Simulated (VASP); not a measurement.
# Rb2CdSe2O6: structure and properties in VASP, part 3 of 5

Aim: relax Rb2CdSe2O6, then compute properties on the relaxed cell. The start is a cell from a database of measured crystal structures.

VASP 6.6.1; vdW-DF-cx; plane waves and PAW (Cd, Rb_sv, Se, O).

So far, gap on the k-mesh (eV): step 2 (relaxing cell and atoms (vdW-DF-cx)) 3.83.

## (4) Bands along the symmetry lines (vdW-DF-cx)

Levels along the symmetry lines show where the bands peak and cross; KPOINTS_OPT computes them in the converged potential.

INCAR reads:

```
SYSTEM = Rb2CdSe2O6
PREC = Accurate
ENCUT = 520
EDIFF = 1E-06
NELM = 100
ISMEAR = 0
SIGMA = 0.05
LREAL = .FALSE.
ALGO = Normal
GGA = CX
AGGAC = 0
LUSE_VDW = .TRUE.
LASPH = .TRUE.
NBANDS = 65
LORBIT = 11
LWAVE = .FALSE.
LCHARG = .FALSE.
KPAR = 4
```

POSCAR reads:

```
Rb2CdSe2O6
1.0
    2.8862060036      1.6663518132      6.5341279690
   -2.8862060036      1.6663518132      6.5341279690
    0.0000000000     -3.3327036263      6.5341279690
Cd Rb Se O
1 2 2 6
Direct
    0.0000000000      0.0000000000      0.0000000000
    0.1974833440      0.1974833440      0.1974833440
    0.8025166560      0.8025166560      0.8025166560
    0.3732106854      0.3732106854      0.3732106854
    0.6267893146      0.6267893146      0.6267893146
    0.2549577843      0.2549577843      0.7228824993
    0.7228824993      0.2549577843      0.2549577843
    0.2549577843      0.7228824993      0.2549577843
    0.2771175007      0.7450422157      0.7450422157
    0.7450422157      0.7450422157      0.2771175007
    0.7450422157      0.2771175007      0.7450422157
```

KPOINTS reads:

```
Automatic mesh
0
Gamma
6 6 6
0 0 0
```

KPOINTS_OPT reads:

```
Line mode
12
Line-mode
Reciprocal
  0.00000000   0.00000000   0.00000000 GAMMA
  0.50000000   0.00000000   0.00000000 L

  0.50000000   0.00000000   0.00000000 L
  0.50000000   0.21002443  -0.21002443 B1

  0.78997557   0.50000000   0.21002443 B
  0.50000000   0.50000000   0.50000000 Z

  0.50000000   0.50000000   0.50000000 Z
  0.00000000   0.00000000   0.00000000 GAMMA

  0.00000000   0.00000000   0.00000000 GAMMA
  0.35501221   0.00000000  -0.35501221 X

  0.64498779   0.35501221   0.00000000 Q
  0.50000000   0.50000000   0.00000000 F

  0.50000000   0.50000000   0.00000000 F
  0.64498779   0.64498779   0.21002443 P1

  0.64498779   0.64498779   0.21002443 P1
  0.50000000   0.50000000   0.50000000 Z

  0.50000000   0.00000000   0.00000000 L
  0.78997557   0.35501221   0.35501221 P
```

Potentials, in the order of the species: Cd, Rb_sv, Se and O (PBE family, release 64).

The run is started by

```sh
mpirun -np 4 vasp_std
```

Output:

```text
[banner, memory and clock lines left out]
running    4 mpi-ranks, on    1 nodes
 distrk:  each k-point on    1 cores,    4 groups
 distr:  one band on    1 cores,    1 groups

 POSCAR found type information on POSCAR CdRbSeO
 POSCAR found :  4 types and      11 ions
 [... a notice as in an earlier step ...]

 [... a notice as in an earlier step ...]

 LDA part: xc-table for (Slater+PW92), standard interpolation
 POSCAR, INCAR and KPOINTS ok, starting setup
 FFT: planning ... GRIDC
 FFT: planning ... GRID_SOFT
 FFT: planning ... GRID
 WAVECAR not read
 entering main loop
       N       E                     dE             d eps       ncg     rms          rms(c)
DAV:   1     0.522676734831E+03    0.52268E+03   -0.38540E+04  4216   0.112E+03
DAV:   2    -0.549565595671E+01   -0.52817E+03   -0.49938E+03  4938   0.277E+02
DAV:   3    -0.435350681658E+02   -0.38039E+02   -0.37605E+02  5386   0.749E+01
DAV:   4    -0.445278510377E+02   -0.99278E+00   -0.98996E+00  6127   0.901E+00
DAV:   5    -0.445531456378E+02   -0.25295E-01   -0.25292E-01  5248   0.112E+00    0.258E+01
DAV:   6    -0.336406000457E+02    0.10913E+02   -0.26947E+01  5344   0.350E+01    0.128E+01
DAV:   7    -0.337428340762E+02   -0.10223E+00   -0.50116E+00  4752   0.875E+00    0.740E+00
DAV:   8    -0.336491634638E+02    0.93671E-01   -0.72754E-01  4746   0.370E+00    0.220E+00
DAV:   9    -0.336164677396E+02    0.32696E-01   -0.76929E-02  5216   0.145E+00    0.445E-01
DAV:  10    -0.336184046009E+02   -0.19369E-02   -0.23585E-02  4704   0.655E-01    0.166E-01
DAV:  11    -0.336189873460E+02   -0.58275E-03   -0.10572E-03  4904   0.143E-01    0.771E-02
DAV:  12    -0.336192225538E+02   -0.23521E-03   -0.26923E-04  4687   0.831E-02    0.256E-02
DAV:  13    -0.336192533037E+02   -0.30750E-04   -0.47929E-05  4768   0.282E-02    0.756E-03
DAV:  14    -0.336192603689E+02   -0.70653E-05   -0.76513E-06  4671   0.107E-02    0.456E-03
DAV:  15    -0.336192608365E+02   -0.46754E-06   -0.63757E-07  4103   0.310E-03
   1 F= -.33619261E+02 E0= -.33619261E+02  d E =-.502785E-11
 Start KPOINTS_OPT (optional k-point list driver)
k-point batch [1-32\108]
       N       E                     dE             ncg
DAV:   1    -0.213993007212E+03   -0.44124E+05     4224
DAV:   2    -0.166295289037E+05   -0.16416E+05     4990
DAV:   3    -0.178103052681E+05   -0.11808E+04     5436
DAV:   4    -0.178410919946E+05   -0.30787E+02     6159
DAV:   5    -0.178418199350E+05   -0.72794E+00     5312
DAV:   6    -0.178418469415E+05   -0.27006E-01     6048
DAV:   7    -0.178418471649E+05   -0.22339E-03     5160
DAV:   8    -0.178418471669E+05   -0.20720E-05     4176
DAV:   9    -0.178418471670E+05   -0.99979E-07     3288
[...]
k-point batch [97-108\108]
       N       E                     dE             ncg
DAV:   1     0.307049999805E+05   -0.20903E+05     1568
DAV:   2     0.244993153808E+05   -0.62057E+04     1858
DAV:   3     0.240472481819E+05   -0.45207E+03     2047
DAV:   4     0.240344395666E+05   -0.12809E+02     2304
DAV:   5     0.240340779570E+05   -0.36161E+00     2008
DAV:   6     0.240340638458E+05   -0.14111E-01     2224
DAV:   7     0.240340637441E+05   -0.10168E-03     1968
DAV:   8     0.240340637431E+05   -0.99710E-06     1568
```

Wall time 7.5 min (4 MPI ranks of AMD EPYC 9R45, shared host); peak memory 5.6 GiB.

OUTCAR, selected parts (step 4):

```text
The static configuration has the point symmetry D_3d.

 Found     32 irreducible k-points:

   k-points           NKPTS =     32   k-points in BZ     NKDIM =     32   number of bands    NBANDS=     65

   NELECT =      78.0000    total number of electrons

 E-fermi :   0.6240

 k-point     1 :       0.0000    0.0000    0.0000
  band No.  band energies     occupation
    ...
     35       0.0201      2.00000
     36       0.1110      2.00000
     37       0.2347      2.00000
     38       0.2347      2.00000
     39       0.2705      2.00000
     40       4.2322      0.00000
     41       4.9973      0.00000
     42       4.9973      0.00000
     43       5.6486      0.00000
     44       6.1108      0.00000
    ...

 k-point     2 :       0.1667   -0.0000   -0.0000
  band No.  band energies     occupation
    ...
     35      -0.1267      2.00000
     36       0.0453      2.00000
     37       0.1440      2.00000
     38       0.2188      2.00000
     39       0.2481      2.00000
     40       4.5141      0.00000
     41       4.9781      0.00000
     42       4.9938      0.00000
     43       5.9363      0.00000
     44       6.2716      0.00000
    ...

Total vdW correction in eV:     15.3495885

  Total        0.0070849      0.0070849      0.0266466      0.0000000      0.0000000      0.0000000
  in kB        0.0602019      0.0602019      0.2264225      0.0000000      0.0000000      0.0000000
  external PRESSURE =       0.1156088 kB  Pullay stress =       0.0000000 kB

 POSITION                                       TOTAL-FORCE (eV/Angst)
 -----------------------------------------------------------------------------------
      0.00000      0.00000      0.00000         0.000000      0.000000     -0.000000
      0.00000      0.00000      3.87114         0.000000      0.000000      0.002887
      0.00000      0.00000     15.73124         0.000000     -0.000000     -0.002887
      0.00000      0.00000      7.31582         0.000000     -0.000000     -0.000738
      0.00000      0.00000     12.28656         0.000000      0.000000      0.000738
      0.00000     -1.55945      8.05526         0.000000     -0.007478     -0.001522
      1.35053      0.77973      8.05526         0.006476      0.003739     -0.001522
     -1.35053      0.77973      8.05526        -0.006476      0.003739     -0.001522
     -1.35053     -0.77973     11.54712        -0.006476     -0.003739      0.001522
      0.00000      1.55945     11.54712         0.000000      0.007478      0.001522
      1.35053     -0.77973     11.54712         0.006476     -0.003739      0.001522
 -----------------------------------------------------------------------------------
    total drift:                                0.000000      0.000000      0.000000

  FREE ENERGIE OF THE ION-ELECTRON SYSTEM (eV)
  ---------------------------------------------------
  free  energy   TOTEN  =       -33.6192608365 eV

  energy  without entropy=      -33.6192608365  energy(sigma->0) =      -33.61926084

Total vdW correction in eV:     15.3495590

[... 8 parts as in an earlier step ...]

[... 5 further parts left out ...]
```

Spin-orbit coupling is off here; it would split degenerate levels, and where the valence top consists of them it lifts Se p states by about 0.1 eV.

This step gave:

| Property | Result |
| --- | --- |
| SCF cycles | 15 |
| bands | 65 |
| Fermi energy | 0.624 eV |
| pressure | 0.01156 GPa |
| least gap on mesh and path | 3.829 eV |
| least direct gap on mesh and path | 3.962 eV |
| valence top at k | 0.3550, 0, -0.3550 |

Electronic bands along the path, in eV, zero at the valence-band top; v1 is the highest filled band, c1 the lowest empty one:

| point | v4 | v3 | v2 | v1 | c1 | c2 | c3 | c4 |
| --- | --- | --- | --- | --- | --- | --- | --- | --- |
| Γ | -0.29 | -0.17 | -0.17 | -0.13 | 3.83 | 4.59 | 4.59 | 5.25 |
| 0.45 of the way | -0.40 | -0.33 | -0.16 | -0.15 | 4.23 | 4.58 | 4.72 | 5.71 |
| L | -0.48 | -0.36 | -0.14 | -0.04 | 4.50 | 4.62 | 5.38 | 6.17 |
| 0.55 of the way | -0.54 | -0.48 | -0.25 | -0.01 | 4.27 | 5.16 | 5.43 | 6.28 |
| B1 | -0.52 | -0.52 | -0.22 | 0.00 | 4.30 | 5.23 | 5.54 | 6.26 |
| jump to B | -0.52 | -0.52 | -0.22 | 0.00 | 4.30 | 5.23 | 5.54 | 6.26 |
| 0.55 of the way | -0.33 | -0.29 | -0.28 | -0.11 | 4.43 | 4.73 | 4.89 | 5.34 |
| Z | -0.26 | -0.26 | -0.18 | -0.17 | 4.08 | 4.63 | 4.67 | 4.67 |
| 0.45 of the way | -0.27 | -0.22 | -0.22 | -0.15 | 3.95 | 4.64 | 4.64 | 4.91 |
| Γ | -0.29 | -0.17 | -0.17 | -0.13 | 3.83 | 4.59 | 4.59 | 5.25 |
| 0.45 of the way | -0.44 | -0.37 | -0.23 | -0.13 | 4.25 | 4.63 | 4.89 | 5.92 |
| X | -0.53 | -0.53 | -0.23 | 0.00 | 4.27 | 5.29 | 5.49 | 6.33 |
| jump to Q | -0.53 | -0.53 | -0.23 | 0.00 | 4.27 | 5.29 | 5.49 | 6.33 |
| 0.45 of the way | -0.51 | -0.32 | -0.22 | -0.02 | 4.34 | 5.02 | 5.48 | 6.20 |
| F | -0.48 | -0.22 | -0.09 | -0.08 | 4.44 | 4.77 | 5.37 | 6.12 |
| 0.45 of the way | -0.48 | -0.23 | -0.10 | -0.08 | 4.45 | 4.77 | 5.37 | 6.11 |
| P1 | -0.47 | -0.26 | -0.12 | -0.07 | 4.49 | 4.75 | 5.36 | 6.08 |
| 0.55 of the way | -0.33 | -0.30 | -0.20 | -0.14 | 4.40 | 4.72 | 4.76 | 5.23 |
| Z | -0.26 | -0.26 | -0.18 | -0.17 | 4.08 | 4.63 | 4.67 | 4.67 |
| jump to L | -0.48 | -0.36 | -0.14 | -0.04 | 4.50 | 4.62 | 5.38 | 6.17 |
| 0.45 of the way | -0.48 | -0.33 | -0.14 | -0.05 | 4.50 | 4.66 | 5.38 | 6.16 |
| P | -0.47 | -0.26 | -0.12 | -0.07 | 4.49 | 4.75 | 5.36 | 6.08 |

Of the projections kept (Cd, Rb, Se, O), the largest for each band there, as a share of the weight inside these atoms' spheres; weight between the spheres isn't counted:

| point | v4 | v3 | v2 | v1 | c1 | c2 | c3 | c4 |
| --- | --- | --- | --- | --- | --- | --- | --- | --- |
| Γ | O 1.00 | O 0.82 | O 0.82 | O 1.00 | Cd 0.53 | O 0.54 | O 0.54 | O 0.44 |
| L | O 0.99 | O 0.73 | O 0.85 | O 0.79 | O 0.55 | O 0.60 | Se 0.55 | O 0.44 |
| B1 | O 0.94 | O 0.89 | O 0.75 | O 0.79 | O 0.61 | O 0.52 | O 0.49 | Se 0.52 |
| B | O 0.94 | O 0.89 | O 0.75 | O 0.79 | O 0.61 | O 0.52 | O 0.49 | Se 0.52 |
| Z | O 0.82 | O 0.82 | O 0.69 | O 1.00 | Cd 0.47 | O 0.45 | O 0.53 | O 0.53 |
| Γ | O 1.00 | O 0.82 | O 0.82 | O 1.00 | Cd 0.53 | O 0.54 | O 0.54 | O 0.44 |

The path finds the gap of the mesh within 0.02 eV, so the mesh comes close to both band edges.

## (5) Density of states (vdW-DF-cx)

Here the states are counted by energy and projected on the atoms. The mesh is finer than in the run before.

Edit INCAR of step 4 so:

```diff
@@ -5,3 +5,3 @@
 NELM = 100
-ISMEAR = 0
+ISMEAR = -5
 SIGMA = 0.05
@@ -18 +18,2 @@
 KPAR = 4
+NEDOS = 2001
```

POSCAR is that of step 4.

KPOINTS reads:

```
Automatic mesh
0
Gamma
8 8 8
0 0 0
```

The run is started by

```sh
mpirun -np 4 vasp_std
```

Output:

```text
[... set-up lines as in an earlier step ...]
 entering main loop
       N       E                     dE             d eps       ncg     rms          rms(c)
DAV:   1     0.520497065321E+03    0.52050E+03   -0.38433E+04  8578   0.112E+03
DAV:   2    -0.559987556378E+01   -0.52610E+03   -0.49791E+03 10047   0.276E+02
DAV:   3    -0.434991338949E+02   -0.37899E+02   -0.37470E+02 10948   0.745E+01
DAV:   4    -0.445307376847E+02   -0.10316E+01   -0.10287E+01 12340   0.899E+00
DAV:   5    -0.445530417483E+02   -0.22304E-01   -0.22301E-01 10563   0.107E+00    0.258E+01
DAV:   6    -0.336378457265E+02    0.10915E+02   -0.26826E+01 10884   0.351E+01    0.128E+01
DAV:   7    -0.337431793844E+02   -0.10533E+00   -0.50326E+00  9530   0.877E+00    0.740E+00
DAV:   8    -0.336491516008E+02    0.94028E-01   -0.72661E-01  9653   0.370E+00    0.221E+00
DAV:   9    -0.336164598169E+02    0.32692E-01   -0.76717E-02 10532   0.145E+00    0.446E-01
DAV:  10    -0.336183959790E+02   -0.19362E-02   -0.23659E-02  9545   0.658E-01    0.167E-01
DAV:  11    -0.336189786527E+02   -0.58267E-03   -0.10645E-03  9996   0.145E-01    0.778E-02
DAV:  12    -0.336192142044E+02   -0.23555E-03   -0.27284E-04  9439   0.837E-02    0.256E-02
DAV:  13    -0.336192446820E+02   -0.30478E-04   -0.47701E-05  9732   0.282E-02    0.772E-03
DAV:  14    -0.336192519011E+02   -0.72190E-05   -0.78739E-06  9450   0.109E-02    0.466E-03
DAV:  15    -0.336192523677E+02   -0.46668E-06   -0.64786E-07  8268   0.316E-03
   1 F= -.33619252E+02 E0= -.33619252E+02  d E =0.000000E+00
```

It took 6.1 min on 4 MPI ranks; peak memory 6.6 GiB; 24 min of CPU time.

Parts of OUTCAR (step 5):

```text
   k-points           NKPTS =     65   k-points in BZ     NKDIM =     65   number of bands    NBANDS=     65

   NELECT =      78.0000    total number of electrons

 E-fermi :   0.4052

 k-point     2 :       0.1250   -0.0000   -0.0000
  band No.  band energies     occupation
    ...
     35      -0.0520      2.00000
     36       0.0717      2.00000
     37       0.1909      2.00000
     38       0.2112      2.00000
     39       0.2467      2.00000
     40       4.4107      0.00000
     41       4.9697      0.00000
     42       4.9826      0.00000
     43       5.8222      0.00000
     44       6.2168      0.00000
    ...

Total vdW correction in eV:     15.3495884

  Total        0.0072575      0.0072575      0.0268085      0.0000000      0.0000000      0.0000000
  in kB        0.0616685      0.0616685      0.2277985      0.0000000      0.0000000      0.0000000
  external PRESSURE =       0.1170452 kB  Pullay stress =       0.0000000 kB

 POSITION                                       TOTAL-FORCE (eV/Angst)
 -----------------------------------------------------------------------------------
      0.00000      0.00000      0.00000         0.000000      0.000000     -0.000000
      0.00000      0.00000      3.87114         0.000000      0.000000      0.002886
      0.00000      0.00000     15.73124         0.000000     -0.000000     -0.002886
      0.00000      0.00000      7.31582         0.000000     -0.000000     -0.000740
      0.00000      0.00000     12.28656         0.000000      0.000000      0.000740
      0.00000     -1.55945      8.05526         0.000000     -0.007465     -0.001523
      1.35053      0.77973      8.05526         0.006465      0.003733     -0.001523
     -1.35053      0.77973      8.05526        -0.006465      0.003733     -0.001523
     -1.35053     -0.77973     11.54712        -0.006465     -0.003733      0.001523
      0.00000      1.55945     11.54712         0.000000      0.007465      0.001523
      1.35053     -0.77973     11.54712         0.006465     -0.003733      0.001523
 -----------------------------------------------------------------------------------
    total drift:                                0.000000     -0.000000      0.000000

  FREE ENERGIE OF THE ION-ELECTRON SYSTEM (eV)
  ---------------------------------------------------
  free  energy   TOTEN  =       -33.6192523677 eV

  energy  without entropy=      -33.6192523677  energy(sigma->0) =      -33.61925237

Total vdW correction in eV:     15.3495577

[... 9 parts as in an earlier step ...]

[... 7 further parts left out ...]
```

Numbers from this step:

- irreducible k-points: 65
- Fermi energy: 0.4052 eV
- pressure: 0.01170 GPa
- valence top at k: -0.375, 0.375, 0
- gap on the k-mesh: 3.832 eV

The density of states has structure finer than the step of the table below, so its rows give means over 1 eV, whole bins alone (the curve runs from -12.0 to 7.56 eV). Peaks (eV: height): total -8.8: 27.1, -8.2: 32.0, -6.1: 34.9, -5.8: 30.3; O p -4.4: 6.19, -1.5: 14.5, -0.5: 16.1, -0.2: 13.6; Se p -6.1: 1.51, -4.6: 1.86, -4.4: 3.45, -4.1: 2.16; Cd d -6.1: 25.5, -5.8: 26.6; O s -10.0: 3.72, -4.4: 0.705, 4.3: 0.466.

States under -12.0 eV and over 7.6 eV are left out. Table of density of states by energy, zero at the valence-band top; means over each step; 7 of 11 lines; values in states/eV/cell:

| energy (eV) | total | O p | Se p | Cd d | O s | Cd s | Se s |
| --- | --- | --- | --- | --- | --- | --- | --- |
| -11 | 0 | 0 | 0 | 0 | 0 | 0 | 0 |
| -10 | 3.99 | 0.395 | 0.0280 | 0.0530 | 0.982 | 0.00686 | 1.45 |
| -9 | 5.19 | 0.0676 | 0.0225 | 0.0116 | 0.0660 | 2.3e-4 | 0.0580 |
| -8 | 6.79 | 0.0514 | 0.0112 | 0.0150 | 0.0777 | 8.0e-4 | 0.0753 |
| -7 | 0 | 0 | 0 | 0 | 0 | 0 | 0 |
| -6 | 10.0 | 0.686 | 0.289 | 7.89 | 0.0510 | 0.00782 | 0.0435 |
| -5 | 4.14 | 1.43 | 0.835 | 0.376 | 0.106 | 0.0955 | 0.0109 |
| -4 | 7.24 | 2.74 | 1.58 | 0.652 | 0.329 | 0.0254 | 0.0166 |
| -3 | 1.27 | 0.501 | 0.158 | 0.0869 | 0.0334 | 0.0602 | 0.00400 |
| -2 | 7.06 | 4.09 | 0.0688 | 0.101 | 0.0329 | 0.0609 | 0.00518 |
| -1 | 7.78 | 4.95 | 0.110 | 0.138 | 0.0173 | 0.0145 | 0.0135 |
| 0 | 8.37 | 5.18 | 0.327 | 0.305 | 0.00717 | 0.00935 | 0.116 |
| 1 | 0 | 0 | 0 | 0 | 0 | 0 | 0 |
| 2 | 0 | 0 | 0 | 0 | 0 | 0 | 0 |
| 3 | 0 | 0 | 0 | 0 | 0 | 0 | 0 |
| 4 | 1.92 | 0.468 | 0.247 | 0.00162 | 0.115 | 0.194 | 0.00662 |
| 5 | 4.26 | 1.06 | 0.640 | 0.00337 | 0.142 | 0.131 | 0.0706 |
| 6 | 4.46 | 1.05 | 0.771 | 0.0159 | 0.180 | 0.208 | 0.218 |
| 7 | 3.32 | 0.880 | 0.580 | 0.0213 | 0.0693 | 0.163 | 0.192 |

The gap on this mesh is 3.83 eV. In the top eV of the valence band the largest shares in the PAW spheres are O p 63 %; in the lowest eV of the conduction band, O p 26 %, Se p 14 % and Cd s 6 %. The rest lies in smaller channels or between the spheres.

(Part 3 of 5 ends here.)

[Lines on the potential files, build, host, timing and source positions are cut from VASP's logs without a mark.]

[Logs are printed without paths, hosts, clocks, repeated set-up lines and the standing remarks that a program may print on its own settings, such as how far it seeks lower states.]

[Hosts, paths, dates, database ids (printed as entryN), source tags and the programs' standing remarks are cut or masked in the printed files.]

[A measured line is paired with the nearest computed mode of its activity, which favours agreement.]

[In band tables of VASP the shares of atoms and orbitals are scaled to a sum of 1 inside the atoms' spheres.]
